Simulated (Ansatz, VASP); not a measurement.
# Cross-check of Sn23H16 (Sn wire along [110], 23 atoms a period, H-terminated) between VASP and Ansatz, part 2 of 2

Wanted: the spread between two codes on one cell, functional and k mesh. Of the first pair: The structure shown is the start of the Ansatz relaxation below; VASP solves that cell, so the two are compared at the walk's first step.

VASP 6.6.1 and Ansatz 0.2.0.

So far: The starting structure; Ansatz: relaxation, PBE; VASP: single point, PBE, start cell, pair 1.

## 4. Side by side

Known differences besides the potentials themselves: the cutoff is 420 eV in Ansatz and 400 eV in VASP (PREC = Accurate, projectors in real space). Total energies have different zeros and are not compared.

Forces on 10 of the 39 atoms, those with the largest forces and the largest differences (eV/Å; atoms numbered as in POSCAR):

```tsv
atom	Ansatz x, y, z	VASP x, y, z
H1	0.045, -0.195, 0.000	0.052, -0.205, 0.000
H4	0.067, 0.008, 0.197	0.075, 0.007, 0.206
H5	0.067, -0.008, 0.197	0.075, -0.007, 0.206
H12	0.067, 0.008, -0.197	0.075, 0.007, -0.206
H13	0.067, -0.008, -0.197	0.075, -0.007, -0.206
H14	0.045, 0.195, 0.000	0.052, 0.205, 0.000
Sn17	0.144, 0.000, 0.000	0.127, 0.000, 0.000
Sn22	-0.008, -0.207, 0.000	0.000, -0.197, 0.000
Sn23	-0.061, 0.000, 0.000	-0.043, 0.000, 0.000
Sn25	0.109, 0.107, 0.000	0.092, 0.108, 0.000
```

The forces differ by 6.4 meV/Å r.m.s., which is 7.5 % of the r.m.s. force of 0.085 eV/Å (both taken over all components).

## 5. Ansatz: relaxation, PBE

This run makes the geometry at which the two programs are then compared. The cell compared in this pair holds 2488.43 Å³, against 2472.00 Å³ for the pair before.

The structure compared here is the end of the Ansatz relaxation.

input.yaml

```yaml
crystal:
  lattice:
    - [22.121, 0.0, 0.0]
    - [0.0, 23.765, 0.0]
    - [0.0, 0.0, 4.7022600949]
  atoms:
    - { symbol: H, position: [0.153700104, 0.560114798, 0.0] }
    - { symbol: Sn, position: [0.199374484, 0.499989866, 0.0] }
    - { symbol: Sn, position: [0.424838975, 0.598922331, 0.0] }
    - { symbol: Sn, position: [0.424838975, 0.796787263, 0.0] }
    - { symbol: H, position: [0.470513356, 0.856912195, 0.0] }
    - { symbol: Sn, position: [0.499993805, 0.697854797, 0.0] }
    - { symbol: Sn, position: [0.499993805, 0.499989866, 0.0] }
    - { symbol: Sn, position: [0.725458296, 0.598922331, 0.0] }
    - { symbol: H, position: [0.771132677, 0.659047264, 0.0] }
    - { symbol: Sn, position: [0.800613126, 0.499989866, 0.0] }
    - { symbol: H, position: [0.228854934, 0.302124934, 0.196131437] }
    - { symbol: H, position: [0.228854934, 0.697854797, 0.196131437] }
    - { symbol: H, position: [0.846287507, 0.499989866, 0.303868563] }
    - { symbol: Sn, position: [0.274529315, 0.302124934, 0.5] }
    - { symbol: Sn, position: [0.274529315, 0.697854797, 0.5] }
    - { symbol: Sn, position: [0.274529315, 0.499989866, 0.5] }
    - { symbol: H, position: [0.304009764, 0.143067536, 0.5] }
    - { symbol: H, position: [0.304009764, 0.856912195, 0.5] }
    - { symbol: Sn, position: [0.349684145, 0.203192469, 0.5] }
    - { symbol: Sn, position: [0.349684145, 0.4010574, 0.5] }
    - { symbol: Sn, position: [0.349684145, 0.598922331, 0.5] }
    - { symbol: Sn, position: [0.349684145, 0.796787263, 0.5] }
    - { symbol: Sn, position: [0.575148636, 0.302124934, 0.5] }
    - { symbol: Sn, position: [0.575148636, 0.697854797, 0.5] }
    - { symbol: Sn, position: [0.575148636, 0.499989866, 0.5] }
    - { symbol: H, position: [0.620823016, 0.242000002, 0.5] }
    - { symbol: H, position: [0.620823016, 0.757979729, 0.5] }
    - { symbol: Sn, position: [0.650303466, 0.4010574, 0.5] }
    - { symbol: Sn, position: [0.650303466, 0.598922331, 0.5] }
    - { symbol: H, position: [0.846287507, 0.499989866, 0.696131437] }
    - { symbol: H, position: [0.228854934, 0.302124934, 0.803868563] }
    - { symbol: H, position: [0.228854934, 0.697854797, 0.803868563] }
    - { symbol: H, position: [0.153700104, 0.439864933, 0.0] }
    - { symbol: Sn, position: [0.424838975, 0.203192469, 0.0] }
    - { symbol: Sn, position: [0.424838975, 0.4010574, 0.0] }
    - { symbol: H, position: [0.470513356, 0.143067536, 0.0] }
    - { symbol: Sn, position: [0.499993805, 0.302124934, 0.0] }
    - { symbol: Sn, position: [0.725458296, 0.4010574, 0.0] }
    - { symbol: H, position: [0.771132677, 0.340932468, 0.0] }
kpoints:
  mp_grid: { grid: [1, 1, 18] }
scf:
  occupations: { method: fermi_dirac, width: 0.05 }
hamiltonian:
  xc: pbe
  pseudopotentials: { kind: paw, azcp: { folder: soft_1 } }
relax:
  cell: { fix: [a, b, alpha, beta, gamma] }
  max_steps: 45
  f_tol: 0.03
```

On the command line:

```bash
$ ansatz run input.yaml --threads 4 --pin off --max-ram 16384MiB --backend cpu --events-out ev --progress --plain --runs-dir out
```

Numbers of over 12 decimals in the logs are rounded to 6 here.

The program printed:

```text
[...]
Crystal: 39 atoms, lattice volume = 2472.004 Å³
Basis set: ecut = 420 eV, 48245 PW (Γ), exchange–correlation on 300×320×64 points (8 copies of the dense FFT grid, shifted against one another)
Bands: 208, of which v1, the nominal top of the filled ones, is band 169 counted from 1 (168 counted from 0)
Symmetry: 4 space group operations
[...]
k-points: 10 of 18
[...]
- { symbol: H, position: [0.230928, 0.697220, 0.793289] }
    - { symbol: H, position: [0.156468, 0.441614, 0] }
    - { symbol: Sn, position: [0.423503, 0.205967, 0] }
    - { symbol: Sn, position: [0.425029, 0.401529, 0] }
    - { symbol: H, position: [0.469098, 0.146231, 0] }
    - { symbol: Sn, position: [0.499538, 0.303004, 0] }
    - { symbol: Sn, position: [0.722721, 0.403269, 0] }
    - { symbol: H, position: [0.767879, 0.343126, 0] }
[key lines of the parts left out:]
SCF converged after 8 iterations
Free energy (F): -138805.512287 eV
Fermi energy:    -0.490096 eV
P = ⅓ Tr σ = -0.0145 GPa (-0.145 kbar)
```

## 6. VASP: single point, PBE, relaxed cell, pair 2

The same cell, functional, mesh and smearing now go to VASP, with its own data sets.

INCAR

```
SYSTEM = Sn23H16
PREC = Accurate
ENCUT = 500
EDIFF = 1E-06
NELM = 120
ISMEAR = -1
SIGMA = 0.05
LREAL = Auto
ALGO = Normal
GGA = PE
NBANDS = 196
LORBIT = 11
LWAVE = .FALSE.
LCHARG = .FALSE.
ISIF = 2
LASPH = .TRUE.
GGA_COMPAT = .FALSE.
EFERMI = MIDGAP
KPAR = 4
```

POSCAR

```
Sn23H16
1.0
   22.1210000000      0.0000000000      0.0000000000
    0.0000000000     23.7650000000      0.0000000000
    0.0000000000      0.0000000000      4.7335034335
H Sn
16 23
Direct
    0.1564680493      0.5583654008      0.0000000000
    0.4690981607      0.8537483828      0.0000000000
    0.7678785359      0.6568535910      0.0000000000
    0.2309280299      0.3027596353      0.2067111125
    0.2309280299      0.6972200959      0.2067111125
    0.8445998079      0.4999898656      0.2941026495
    0.3059054848      0.1457084399      0.5000000000
    0.3059054848      0.8542712914      0.5000000000
    0.6183529315      0.2450391160      0.5000000000
    0.6183529315      0.7549406152      0.5000000000
    0.8445998079      0.4999898656      0.7058973505
    0.2309280299      0.3027596353      0.7932888875
    0.2309280299      0.6972200959      0.7932888875
    0.1564680493      0.4416143305      0.0000000000
    0.4690981607      0.1462313484      0.0000000000
    0.7678785359      0.3431261403      0.0000000000
    0.2036108335      0.4999898656      0.0000000000
    0.4250288923      0.5984508313      0.0000000000
    0.4235033155      0.7940131490      0.0000000000
    0.4995384458      0.6969754513      0.0000000000
    0.5002122254      0.4999898656      0.0000000000
    0.7227210110      0.5967110372      0.0000000000
    0.7980140962      0.4999898656      0.0000000000
    0.2776969749      0.3027565135      0.5000000000
    0.2776969749      0.6972232178      0.5000000000
    0.2759548644      0.4999898656      0.5000000000
    0.3516198343      0.2054244665      0.5000000000
    0.3507206334      0.4016853350      0.5000000000
    0.3507206334      0.5982943963      0.5000000000
    0.3516198343      0.7945552648      0.5000000000
    0.5727395001      0.3049664101      0.5000000000
    0.5727395001      0.6950133212      0.5000000000
    0.5747254417      0.4999898656      0.5000000000
    0.6494993652      0.4016510188      0.5000000000
    0.6494993652      0.5983287125      0.5000000000
    0.4235033155      0.2059665823      0.0000000000
    0.4250288923      0.4015289000      0.0000000000
    0.4995384458      0.3030042800      0.0000000000
    0.7227210110      0.4032686941      0.0000000000
```

KPOINTS

```
Automatic mesh
0
Gamma
1 1 18
0 0 0
```

PAW data sets: H and Sn_d (PBE family, release 64).

On the command line:

```bash
$ mpirun -np 4 vasp_std
```

The program printed:

```text
[... set-up lines as in an earlier step ...]
 entering main loop
       N       E                     dE             d eps       ncg     rms          rms(c)
DAV:   1     0.297893968107E+04    0.29789E+04   -0.15638E+05  4600   0.160E+03
DAV:   2     0.224769105938E+03   -0.27542E+04   -0.26946E+04  4328   0.400E+02
DAV:   3    -0.119324118669E+03   -0.34409E+03   -0.34094E+03  4312   0.178E+02
DAV:   4    -0.139780515441E+03   -0.20456E+02   -0.20313E+02  4400   0.470E+01
[...]
DAV:  25    -0.135552963961E+03   -0.50988E-05   -0.18094E-07  2464   0.137E-03    0.270E-04
DAV:  26    -0.135552966798E+03   -0.28377E-05   -0.10430E-07  2544   0.113E-03    0.270E-04
DAV:  27    -0.135552967666E+03   -0.86710E-06   -0.25229E-08  2424   0.786E-04
   1 F= -.13555297E+03 E0= -.13555292E+03  d E =-.994344E-04
```

OUTCAR, selected parts (step 6):

```text
  Total       -0.9428419     -0.8724412     -0.8928917      0.0000000      0.0000000      0.0000000
  in kB       -0.6070496     -0.5617221     -0.5748892      0.0000000      0.0000000      0.0000000
  external PRESSURE =      -0.5812203 kB  Pullay stress =       0.0000000 kB

 POSITION                                       TOTAL-FORCE (eV/Angst)
 -----------------------------------------------------------------------------------
      3.46123     13.26955      0.00000         0.014005     -0.014152      0.000000
     10.37692     20.28933      0.00000        -0.008971     -0.017369      0.000000
     16.98624     15.61013      0.00000        -0.011514     -0.017079      0.000000
      5.10836      7.19508      0.97847         0.014352      0.001708      0.018371
      5.10836     16.56944      0.97847         0.014352     -0.001708      0.018371
     18.68339     11.88226      1.39214        -0.013837     -0.000000     -0.018599
      6.76694      3.46276      2.36675         0.011728      0.016655      0.000000
      6.76694     20.30176      2.36675         0.011728     -0.016655      0.000000
     13.67859      5.82335      2.36675        -0.012245      0.015682      0.000000
     13.67859     17.94116      2.36675        -0.012245     -0.015682      0.000000
     18.68339     11.88226      3.34137        -0.013837     -0.000000      0.018599
      5.10836      7.19508      3.75504         0.014352      0.001708     -0.018371
      5.10836     16.56944      3.75504         0.014352     -0.001708     -0.018371
      3.46123     10.49496      0.00000         0.014005      0.014152      0.000000
[...]
-----------------------------------------------------------------------------------
    total drift:                               -0.034366      0.000021     -0.000001

  FREE ENERGIE OF THE ION-ELECTRON SYSTEM (eV)
  ---------------------------------------------------
  free  energy   TOTEN  =      -135.5529676655 eV

  energy  without entropy=     -135.5528682311  energy(sigma->0) =     -135.55291795

[... 1 part as in an earlier step ...]

[... 2 further parts left out ...]
[key lines of the parts left out:]
E-fermi :  -1.2142
```

## 7. Differences

What differs besides the data sets and the points named for the pairs above, as far as they apply: the cutoff is 420 eV in Ansatz and 500 eV in VASP (PREC = Accurate, projectors in real space); Ansatz's pressure holds a Pulay correction, VASP's none. Total energies have different zeros and are not compared.

Compared:

```tsv
quantity	Ansatz	VASP	difference
pressure (GPa)	-0.01	-0.06	+0.04
gap on the k mesh (eV)	0.682	0.682	0.000
```

At this near-relaxed geometry the largest component of a force difference is 27 meV/Å. A gap on the mesh is an upper bound, since the band edges may lie between its points.

## 8. Summary of results

```json
{"r.m.s. force difference (single point, PBE, start cell, pair 1)": "6.4 meV/Å", "difference in gap on the k mesh (single point, PBE, relaxed cell, pair 2)": "-2.0e-4 eV", "r.m.s. force difference (single point, PBE, relaxed cell, pair 2)": "9.5 meV/Å"}
```

In words: The r.m.s. force difference is 9.5 meV/Å (single point, PBE, relaxed cell, pair 2), within the 12 meV/Å picked in this series as the mark of a large difference. How closely two codes agree says nothing of how well the functional describes the real material.

[Lines on the potential files, build, host, timing and source positions are cut from VASP's logs without a mark.]

[Logs are printed without paths, hosts, clocks, repeated set-up lines and the standing remarks that a program may print on its own settings, such as how far it seeks lower states.]

[Hosts, paths, dates, database ids (printed as entryN), source tags and the programs' standing remarks are cut or masked in the printed files.]
